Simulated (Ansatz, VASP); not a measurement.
Given: the input of a run of Ansatz 0.2.0 on ZnHgO2.

input.yaml

```yaml
crystal:
  lattice:
    - [4.00922, 0.0, 0.0]
    - [0.0, 4.00922, 0.0]
    - [0.0, 0.0, 3.30459]
  atoms:
    - { symbol: Zn, position: [0.0, 0.0, 0.0] }
    - { symbol: Hg, position: [0.5, 0.5, 0.5] }
    - { symbol: O, position: [0.5, 0.0, 0.0] }
    - { symbol: O, position: [0.0, 0.5, 0.0] }
hamiltonian:
  xc: pbe
  pseudopotentials: { kind: paw }
kpoints:
  mp_grid: { grid: [5, 5, 6] }
scf:
  occupations: { method: fermi_dirac, width: 0.05 }
output:
  forces: true
  stress: true
  eigenvalues: true
relax:
  f_tol: 0.01
  max_steps: 40
  cell: { stress_tol: 0.05 }
```

Potentials or basis: Ansatz PAW.

Launch:

```bash
$ ansatz run input.yaml --threads 2 --pin off --max-ram 5632MiB --backend cpu --events-out ev --progress --plain --runs-dir out
```

Question: Set up the same calculation for VASP 6.6.1. Potentials there: VASP PAW PBE potentials, release 64 (Zn_sv_GW, Hg_sv_GW, O_GW).

Answer: As run (the cutoff follows the program's own potentials):

File INCAR:

```
ALGO = Fast
EDIFF = 1E-6
EDIFFG = -0.01
ENCUT = 900
GGA = PE
IBRION = 2
ISIF = 3
ISMEAR = -1
LASPH = T
LCHARG = F
LREAL = F
LWAVE = F
NELM = 60
NSW = 40
PREC = Accurate
SIGMA = 0.05
```

File KPOINTS:

```
k-points
0
Gamma
  5 5 6
```

File POSCAR:

```
ZnHgO2
1.0
    4.0092200000      0.0000000000      0.0000000000
    0.0000000000      4.0092200000      0.0000000000
    0.0000000000      0.0000000000      3.3045900000
Zn Hg O
1 1 2
Direct
    0.0000000000      0.0000000000      0.0000000000
    0.5000000000      0.5000000000      0.5000000000
    0.5000000000      0.0000000000      0.0000000000
    0.0000000000      0.5000000000      0.0000000000
```

Potentials or basis: VASP PAW PBE potentials, release 64 (Zn_sv_GW, Hg_sv_GW, O_GW).

The run is started by

```sh
$ cat potpaw_PBE.64/Zn_sv_GW/POTCAR potpaw_PBE.64/Hg_sv_GW/POTCAR potpaw_PBE.64/O_GW/POTCAR > POTCAR
$ mpirun -np 1 vasp_std > vasp.out
```

Both were run:

|  | VASP | Ansatz | Ansatz less VASP |
| --- | --- | --- | --- |
| gap on the k mesh at the Fermi level, each at its own relaxed structure (eV) | none | none | - |
| relaxed volume (Å³/atom) | 13.29 | 13.29 | -0.001 |
| relaxed cell length with the largest relative difference (Å) | 3.304 | 3.306 | +0.0028 |

A gap of «none» marks a metal or a gap that the smearing closes. The two sets of potentials don't hold the same shells in valence.

Caveats: the plane-wave basis is chosen anew once the cell has moved, so the energies of steps on either side of that aren't comparable (Ansatz); the pressure holds a Pulay correction of +0.6 GPa for the finite cutoff (Ansatz). The runs have no spin-orbit coupling, so splittings on Hg are missing.
